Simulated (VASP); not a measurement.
A run of VASP 6.6.1 is set up as follows.

INCAR

```
SYSTEM = Sb2Mo
ALGO = Fast
EDIFF = 1E-7
ENCUT = 520
GGA = PS
ISIF = 2
ISMEAR = -1
LASPH = .True.
LCHARG = .True.
LELF = .True.
LREAL = .False.
LVHAR = .True.
LWAVE = .False.
NBANDS = 33
NELM = 100
PREC = Accurate
SIGMA = 0.1
```

The input KPOINTS:

```
k-points
0
Gamma
  6 5 10
  0 0 0
```

Contents of POSCAR:

```
Sb2Mo
1.0
    6.0427542100      0.0000000000      0.0000000000
    0.0000000000      6.8911966200      0.0000000000
    0.0000000000      0.0000000000      3.2797790400
Mo Sb
2 4
Direct
    0.0000000000      0.0000000000      0.0000000000
    0.5000000000      0.5000000000      0.5000000000
    0.1764000000      0.3638000000      0.0000000000
    0.8236000000      0.6362000000      0.0000000000
    0.6764000000      0.1362000000      0.5000000000
    0.3236000000      0.8638000000      0.5000000000
```

Potentials or basis: VASP PAW PBE potentials, release 64 (Mo_sv, Sb).

The run is started by

```sh
$ cat potpaw_PBE.64/Mo_sv/POTCAR potpaw_PBE.64/Sb/POTCAR > POTCAR
$ mpirun -np 1 vasp_std > vasp.out
```

(1) Predict the largest force.

(2) Estimate the pressure.

Results:

(1) 0.859 eV/Å.

(2) 1.0 GPa.

Caveat: the PAW data sets were made with another functional, which shifts forces and pressure a little.
